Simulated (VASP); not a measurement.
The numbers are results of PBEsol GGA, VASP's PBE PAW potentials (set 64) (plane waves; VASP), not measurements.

VASP input:

**INCAR**
```
! general
SYSTEM =SnTe
PREC   =Accurate
ENCUT  =500   ! plane-wave cut-off (eV)
LREAL  =.FALSE.
LASPH  =.TRUE.   ! aspherical one-centre terms

! electronic loop
EDIFF  =1E-6
NELM   =100   ! most electronic steps
ALGO   =Normal
LMAXMIX=4

! smearing
ISMEAR =1   ! Methfessel-Paxton
SIGMA  =0.1

! functional
GGA    =PS

! ions
IBRION =2   ! conjugate gradients
NSW    =40   ! most ionic steps
ISIF   =3   ! ions, shape and volume
EDIFFG =-0.02
PSTRESS=200   ! kbar

! output
LWAVE  =.FALSE.
LCHARG =.FALSE.
```

### KPOINTS
```
Automatic mesh
0
Gamma
10 10 10
0 0 0
```

**POSCAR**
```
SnTe
1
   -0.0000000000     3.1249248522     3.1249248522
    3.1249248522     0.0000000000     3.1249248522
    3.1249248522     3.1249248522    -0.0000000000
Sn Te
1 1
Direct
  0.0000000000   0.0000000000   0.0000000000
  0.2500000000   0.2500000000   0.2500000000
```

POTCAR, in this order: Sn_d Te (PBE.64 set). Program: vasp_std.

The run wrote:

OSZICAR:
```
       N       E                     dE             d eps       ncg     rms          rms(c)
DAV:   1     0.128988282963E+03    0.12899E+03   -0.96893E+03  1334   0.163E+03
DAV:   2     0.476776634682E+01   -0.12422E+03   -0.12205E+03  1382   0.380E+02
DAV:   3    -0.612945323700E+01   -0.10897E+02   -0.10764E+02  1664   0.103E+02
DAV:   4    -0.642016176468E+01   -0.29071E+00   -0.29052E+00  1538   0.185E+01
DAV:   5    -0.643144333315E+01   -0.11282E-01   -0.11281E-01  1914   0.346E+00    0.133E+01
DAV:   6    -0.638045500639E+01    0.50988E-01   -0.50193E-02  1662   0.187E+00    0.810E+00
DAV:   7    -0.636296541880E+01    0.17490E-01   -0.54570E-02  1436   0.165E+00    0.294E-01
DAV:   8    -0.636196230675E+01    0.10031E-02   -0.64363E-03  1550   0.749E-01    0.209E-01
DAV:   9    -0.636198752203E+01   -0.25215E-04   -0.40267E-04  1670   0.143E-01    0.108E-01
DAV:  10    -0.636198890648E+01   -0.13844E-05   -0.14515E-05  1892   0.276E-02    0.356E-02
DAV:  11    -0.636198751873E+01    0.13877E-05   -0.27862E-06  1394   0.173E-02    0.378E-02
DAV:  12    -0.636198761678E+01   -0.98046E-07   -0.30422E-07   760   0.769E-03
   1 F= 0.12564891E+01 E0= 0.12565142E+01  d E =0.125649E+01
```

### OUTCAR
```
------------------------ aborting loop because EDIFF is reached ----------------------------------------
  FORCE on cell =-STRESS in cart. coord.  units (eV):
  Direction    XX          YY          ZZ          XY          YZ          ZX
  --------------------------------------------------------------------------------------
  Total        7.6189212      7.6189212      7.6189212     -0.0000000      0.0000000     -0.0000000
  in kB      200.0116705    200.0116705    200.0116705     -0.0000000      0.0000000     -0.0000000
  external PRESSURE =       0.0116705 kB  Pullay stress =     200.0000000 kB
  volume of cell :       61.03
      direct lattice vectors                 reciprocal lattice vectors
     0.000000000  3.124924852  3.124924852    -0.160003848  0.160003848  0.160003848
     3.124924852  0.000000000  3.124924852     0.160003848 -0.160003848  0.160003848
     3.124924852  3.124924852  0.000000000     0.160003848  0.160003848 -0.160003848
 POSITION                                       TOTAL-FORCE (eV/Angst)
 -----------------------------------------------------------------------------------
      0.00000      0.00000      0.00000         0.000000      0.000000     -0.000000
      1.56246      1.56246      1.56246        -0.000000     -0.000000      0.000000
 -----------------------------------------------------------------------------------
    total drift:                               -0.000001     -0.000001     -0.000000
  FREE ENERGIE OF THE ION-ELECTRON SYSTEM (eV)
  ---------------------------------------------------
  free  energy   TOTEN  =        -6.3619876168 eV

  energy  without entropy=       -6.3619122710  energy(sigma->0) =       -6.36196250
  enthalpy is  TOTEN    =         1.2564890676 eV   P V=        7.6184766844

 reached required accuracy - stopping structural energy minimisation
```
(Selected blocks of OUTCAR.)

**OUTCAR**
```
 val. band max:        7.2939951207   @ k =  -0.3000   0.3000   0.1000

 cond. band min:       7.3557003405   @ k =   0.5000   0.4000   0.1000


 Fermi energy:         7.3502043692

 k-point     1 :       0.0000    0.0000    0.0000
  band No.  band energies     occupation
      1     -14.6154      2.00000
      2     -14.6154      2.00000
      3     -14.6154      2.00000
      4     -14.5479      2.00000
      5     -14.5479      2.00000
      6      -6.9229      2.00000
      7       3.9622      2.00000
      8       4.5733      2.00000
      9       4.5733      2.00000
     10       4.5733      2.00000
     11       8.0809     -0.00000
     12       8.0809     -0.00000
     13       8.0809     -0.00000
     14      11.4035      0.00000

 k-point     2 :       0.1000    0.0000    0.0000
  band No.  band energies     occupation
      1     -14.6171      2.00000
      2     -14.6143      2.00000
      3     -14.6143      2.00000
      4     -14.5480      2.00000
      5     -14.5480      2.00000
      6      -6.8341      2.00000
      7       2.7994      2.00000
      8       4.4454      2.00000
      9       4.4454      2.00000
     10       5.3474      2.00000
     11       8.2659     -0.00000
     12       8.2709     -0.00000
     13       8.2709     -0.00000
     14      11.9171      0.00000

 k-point     3 :       0.2000    0.0000    0.0000
  band No.  band energies     occupation
      1     -14.6213      2.00000
      2     -14.6114      2.00000
      3     -14.6114      2.00000
      4     -14.5481      2.00000
      5     -14.5481      2.00000
      6      -6.5791      2.00000
      7       1.3464      2.00000
      8       4.1617      2.00000
      9       4.1617      2.00000
     10       5.6118      2.00000
     11       8.6728     -0.00000
     12       8.6728     -0.00000
     13       9.1329     -0.00000
     14      12.7326      0.00000

 k-point     4 :       0.3000    0.0000    0.0000
  band No.  band energies     occupation
...
```

Unless said otherwise, spin-orbit coupling is left out, though it shifts the bands of the heavy elements here.

The structure was generated: SnTe was put into the zinc blende type (F-43m), which need not be its known phase. It was relaxed first under an external pressure of 20 GPa.
